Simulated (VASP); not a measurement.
Crystal: PmS.

```xyz
2
Lattice="3.7551 0.0000 0.0000 -1.8776 3.2520 0.0000 0.0000 0.0000 3.6648" Properties=species:S:1:pos:R:3 pbc="T T T"
Pm    0.0000    0.0000    0.0000
S     1.8776    1.0840    1.8324
```

The cell comes from a database or a generator and needn't be the stable form of this composition.

Base run:

| Quantity | Value |
| --- | --- |
| Program | VASP 6.6.1 |
| Functional | r2SCAN |
| Potentials or basis | VASP PAW PBE potentials, release 64 (Pm, S) |
| Cutoff | 520 eV |
| k mesh | 6 × 6 × 5 |
| Occupations | gaussian, width 0.05 eV |
| Spin | collinear spin, ferromagnetic start |
| Starting moments | [4.0, 0.0] μB |
| Fixed moment | 3 μB |
| Hubbard terms | Pm f U = 4 eV |

Its results: pressure 7.9 GPa; net moment 3.00 μB per cell; site moments Pm +3.55; S -0.04 μB.

Question: The run is repeated on the same cell with these changes: fixed moment from 3 μB to none; further incar settings from ALGO = Normal; EDIFF = 1e-07; NBANDS = 22 to ALGO = Normal; EDIFF = 1e-06. What comes out?

Answer: Pressure 7.4 GPa; net moment 4.89 μB per cell; site moments Pm +4.29; S -0.06 μB.

Caveats: the magnetic or orbital state may not be the lowest; the PAW data sets were made with another functional, which shifts forces and pressure a little; the total moment is fixed, so each spin has its own Fermi level (some runs).
